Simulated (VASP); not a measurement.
ZrB$_{2}$ (AlB2 type) relaxed at rising pressure, in one space group throughout; other phases were not tried. The pressures are those reached. These are PBEsol GGA, VASP's PBE PAW potentials (set 64) (plane waves; VASP 6.6.1) values and carry that method's errors.

```tsv
P (GPa)	V (Å³/atom)	k-mesh
0.01	10.090	11×11×9
5.09	9.893	11×11×9
9.98	9.722	11×11×9
20.04	9.408	11×11×9
30.00	9.139	11×11×9
```

A change of mesh leaves a small step in the series.

Fit an equation of state and predict the volume at 45.04 GPa.

Least squares on the third-order Birch-Murnaghan form, P = (3B0/2)(y⁷ − y⁵)[1 + (3/4)(B′ − 4)(y² − 1)] with y = (V0/V)^(1/3), gives V0 = 10.090 Å³/atom, B0 = 249 GPa and B′ = 3.9, and so 8.792 Å³/atom. The run gave 8.791 Å³/atom, -0.0 % from the fit.

Pressures at which the relaxation failed are left out.

The compound is ZrB2 in the AlB2 type structure.
